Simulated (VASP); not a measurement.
```
BeHg3Te4
1.0
   -0.01346     6.27633     6.33825
    6.27633    -0.01346     6.33825
    3.13143     3.13143     0.00000
Hg Te Be
3 4 1
Direct
  0.99566   0.99566   0.00867
  0.99343   0.50654   0.00003
  0.50654   0.99343   0.00003
  0.12558   0.12558   0.24883
  0.15925   0.61371   0.22703
  0.61371   0.15925   0.22703
  0.60562   0.60562   0.28875
  0.50019   0.50019   0.99961
```

Level of theory: PBEsol GGA, VASP's PBE PAW potentials (set 64) (plane waves; VASP 6.6.1). Run with 400 eV cut-off, Gaussian smearing of 0.050 eV, potentials Hg Te Be.

Unless said otherwise, spin-orbit coupling is left out, though it shifts the bands of the heavy elements here.

Q: Predict the band gap (along the path) with the smallest direct gap where there is one.

A: 
```
Item                                                          Value
-------------------------  ----------------------------------------
band gap (along the path)  none (metal, semimetal or under 0.01 eV)
```

The structure was generated: BeHg3Te4 was put into an ordered model structure (Amm2), which need not be its known phase. It was relaxed first.
